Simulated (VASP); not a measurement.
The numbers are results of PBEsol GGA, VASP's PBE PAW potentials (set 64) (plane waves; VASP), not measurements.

The input files of a VASP run:

### INCAR
```
ALGO=Normal
EDIFF=1E-6
ENCUT=400
GGA=PS
ISIF=2
ISMEAR=-1
ISPIN=2
LASPH=T
LCHARG=F
LMAXMIX=4
LORBIT=11
LREAL=F
LWAVE=F
MAGMOM=3.0 -3.0 0.0 0.0
NELM=100
PREC=Accurate
SIGMA=0.05
SYSTEM=CoO
```

**KPOINTS**
```
Regular mesh
0
gamma
  6 6 6
```

POSCAR:
```
CoO
1
    4.2600000000     2.1300000000     2.1300000000
    2.1300000000     4.2600000000     2.1300000000
    2.1300000000     2.1300000000     4.2600000000
Co O
2 2
Direct
 -0.0141510000  -0.0008940000   0.0070100000
  0.4964520000   0.5109890000   0.5015360000
  0.2595950000   0.2430460000   0.2493520000
  0.7581040000   0.7468590000   0.7421020000
```

POTCAR, in this order: Co O (PBE.64 set). Program: vasp_std.

### Question
What will the output report for the number of irreducible k-points (NKPTS), largest plane-wave count, number of space-group operations, FFT grid (NGX, NGY, NGZ)?

### Answer

number of irreducible k-points (NKPTS): 112
largest plane-wave count: 718
number of space-group operations: 1
FFT grid (NGX, NGY, NGZ): 36 × 36 × 36

The structure is a typed CoO crystal. The cell was not relaxed at this level, atoms are displaced from their ideal sites. The k-mesh is coarse (spacing up to 0.41 per Å, 2π included), so the numbers may not be converged in it.
